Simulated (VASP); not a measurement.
# YTe, energy along a vibration (SMASS = -2): which settings are enough?

YTe, atoms displaced along the mode, 2 atoms in the cell. R2SCAN, energy along a line of displacements; PAW potentials Te, Y_sv (PBE set). VASP 6.6.1.

Wanted: harmonic frequency within 1 %.

Mode: optical mode at Gamma along x.

POSCAR of the starting run:
```
YTe
1.0
    0.0000000000      3.0400000000      3.0400000000
    3.0400000000      0.0000000000      3.0400000000
    3.0400000000      3.0400000000      0.0000000000
Te Y
1 1
Direct
    0.0054031507     -0.0054031507     -0.0054031507
    0.4922452560      0.5077547440      0.5077547440

    0.0082127891   0.0000000000   0.0000000000
   -0.0117872109   0.0000000000   0.0000000000
```

The series start from k mesh: 6 × 6 × 6; Cutoff (eV): 270; Step along the mode (Å): 0.02; Electronic threshold (eV): 1e-7; Smearing width (eV): 0.15; Precision and projection: Accurate, reciprocal space. Each series keeps the choices made before it, and each single choice may use up half of a tolerance.

## k mesh

| k mesh | Harmonic frequency (THz) | Time (s) |
|---|---|---|
| 2 × 2 × 2 | 4.992 | 39 |
| 3 × 3 × 3 | 6.086 | 42 |
| 4 × 4 × 4 | 5.67 | 63 |
| 6 × 6 × 6 | 5.574 | 97 |
| 7 × 7 × 7 | 5.568 | 152 |
| 9 × 9 × 9 | 5.539 | 297 |
| 11 × 11 × 11 (reference) | 5.535 | 423 |

Chosen: 9 × 9 × 9, the loosest value from which every tighter one stays within half of the tolerance.

## Cutoff (eV)

| Cutoff (eV) | Harmonic frequency (THz) | Time (s) |
|---|---|---|
| 150 | 5.62 | 183 |
| 180 | 5.566 | 225 |
| 210 | 5.529 | 277 |
| 240 | 5.543 | 256 |
| 270 | 5.539 | 297 |
| 310 (reference) | 5.524 | 517 |

Chosen: 210.

## Electronic threshold (eV)

| Electronic threshold (eV) | Harmonic frequency (THz) | Time (s) |
|---|---|---|
| 0.001 | 5.519 | 165 |
| 0.0001 | 5.529 | 182 |
| 1e-5 | 5.53 | 220 |
| 1e-6 | 5.53 | 285 |
| 1e-7 | 5.53 | 314 |
| 1e-8 (reference) | 5.53 | 387 |

Chosen: 0.001.

Also changed on the way, by series that aren't shown: Step along the mode (Å): 0.08.

## All choices together

| Input | Harmonic frequency (THz) | Time (s) |
|---|---|---|
| defaults on a coarse mesh (naive) | 6.111 | 5.6 |
| chosen settings | 5.519 | 165 |
| reference settings throughout | 5.529 | 1185 |

The chosen settings stay within the tolerance of the reference run, but the reference itself isn't shown to be converged in: Smearing width (eV).

## The input

INCAR:
```
SYSTEM = YTe
METAGGA = R2SCAN ; LMIXTAU = .TRUE.
PREC = Accurate ; ENCUT = 210
EDIFF = 0.001 ; ALGO = Normal
LREAL = .FALSE. ; LASPH = .TRUE.
ISMEAR = 1 ; SIGMA = 0.15
ISYM = 0 ; LWAVE = .FALSE.
LCHARG = .FALSE. ; IBRION = 0
SMASS = -2 ; POTIM = 1
NSW = 9 ; NELMIN = 4
KPAR = 2
```

KPOINTS:
```
Automatic mesh
0
Gamma
  9 9 9
  0 0 0
```

POSCAR:
```
YTe
1.0
    0.0000000000      3.0400000000      3.0400000000
    3.0400000000      0.0000000000      3.0400000000
    3.0400000000      3.0400000000      0.0000000000
Te Y
1 1
Direct
    0.0216126029     -0.0216126029     -0.0216126029
    0.4689810239      0.5310189761      0.5310189761

    0.0328511563   0.0000000000   0.0000000000
   -0.0471488437   0.0000000000   0.0000000000
```

Commands:
```
cat potpaw_PBE.64/Te/POTCAR potpaw_PBE.64/Y_sv/POTCAR > POTCAR
mpirun -np 2 vasp_std > vasp.out
```

Limits: NELMIN = 4 forces that many electronic steps, so a loose EDIFF looks better here than it is.

The chosen input took VASP 6.6.1 165 s on 2 cores (Intel Xeon 6975P-C (Granite Rapids)), a shared host.

## An input that fails: POTIM multiplies the typed steps tenfold

It runs to its end, but against the unchanged starting input it is off by 2336 % in the harmonic frequency.

Changes against the starting input:
```
- POTIM = 1
+ POTIM = 10
```
